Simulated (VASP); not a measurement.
An input for Quantum ESPRESSO's pw.x (written as the equivalent of a VASP run, and not itself run):

```
&CONTROL
  calculation = 'vc-relax'
  pseudo_dir = './pseudo'
  outdir = './out'
  tprnfor = .true.
  tstress = .true.
  nstep = 60
  forc_conv_thr = 0.00078
/
&SYSTEM
  ibrav = 0
  nat = 3
  ntyp = 2
  ecutwfc = 102
  occupations = 'smearing'
  smearing = 'gaussian'
  degauss = 0.003675
  input_dft = 'rpbe'
/
&ELECTRONS
  conv_thr = 7.3e-08
  electron_maxstep = 100
/
&IONS
/
&CELL
/
ATOMIC_SPECIES
  Cd 112.414 Cd.upf
  I 126.904 I.upf
CELL_PARAMETERS angstrom
     2.2250090   -3.8538289    0.0000000
     2.2250090    3.8538289   -0.0000000
    -0.0000000    0.0000000    7.8000319
ATOMIC_POSITIONS crystal
  Cd   0.0000000  0.0000000  0.0000000
  I    0.3333330  0.6666670  0.2196903
  I    0.6666670  0.3333330  0.7803097
K_POINTS automatic
  5 5 3 0 0 0
```

Question: Write the VASP files for the same calculation (RPBE).

Answer: Several could match; the one computed here: 
POSCAR:
```
CdI2
1.0
  2.2250089869  -3.8538289420   0.0000000000
  2.2250089869   3.8538289420   0.0000000000
  0.0000000000   0.0000000000   7.8000319066
Cd I
1 2
direct
  0.0000000000   0.0000000000   0.0000000000
  0.3333330000   0.6666670000   0.2196902923
  0.6666670000   0.3333330000   0.7803097077
```

INCAR:
```
! general
SYSTEM   =  CdI2
PREC     =  Accurate
ENCUT    =  520
LREAL    =  .False.
LASPH    =  .True.

! electronic loop
EDIFF    =  1E-6
NELM     =  100
ALGO     =  Normal
LMAXMIX  =  4

! smearing
ISMEAR   =  0
SIGMA    =  0.05

! functional
GGA      =  RP

! ions
IBRION   =  2
NSW      =  60
ISIF     =  3
EDIFFG   =  -0.02

! output
LWAVE    =  .False.
LCHARG   =  .False.
```

File KPOINTS:
```
Automatic mesh
0
gamma
5 5 3
0 0 0
```

POTCAR, in this order: Cd I (PBE.64 set). Program: vasp_std.

Limits of the translation: the potentials are each code's own (VASP's PAW set, PseudoDojo norm-conserving files in pw.x), so ENCUT and ecutwfc are chosen apart and not converted; conv_thr bounds pw.x's estimated SCF error, while EDIFF bounds the energy change between steps; forc_conv_thr acts on force components and is met together with etot_conv_thr.

The compound is CdI2 in the 1T layered structure. This run relaxes it. Symmetry was kept, so distortions that lower it aren't found. The start is the result of an earlier pass.
